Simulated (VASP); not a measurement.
Input:

```
Fe
1.0
   -1.34144     1.34144     1.34144
    1.34144    -1.34144     1.34144
    1.34144     1.34144    -1.34144
Fe
1
Cartesian
  0.00000   0.00000   0.00000
```
Starting moments (μB, in the order of the record's atoms Fe): 2.2.

Computed with PBE GGA, VASP's PBE PAW potentials (set 64) (plane waves; VASP). Settings: 500 eV cut-off, 19×19×19 Γ-centred mesh, first-order Methfessel-Paxton smearing of 0.10 eV, potentials Fe.

Task: Estimate the cell moment, energy per atom (σ→0), pressure, band gap (on the k-mesh) with the smallest direct gap where there is one.

Result: 
| Quantity | Value |
|---|---|
| band gap (on the k-mesh) | none (metal, semimetal or under 0.01 eV) |
| cell moment | 1.88 μB |
| energy per atom (σ→0) | -8.038 eV/atom |
| pressure | 44.97 GPa |

Task: Give the moment on each site (PAW-sphere projection).

Result: 
```tsv
site	moment (μB)
Fe1	1.85
```

The compound is Fe in the bcc structure. It was relaxed first under an external pressure of 45 GPa.
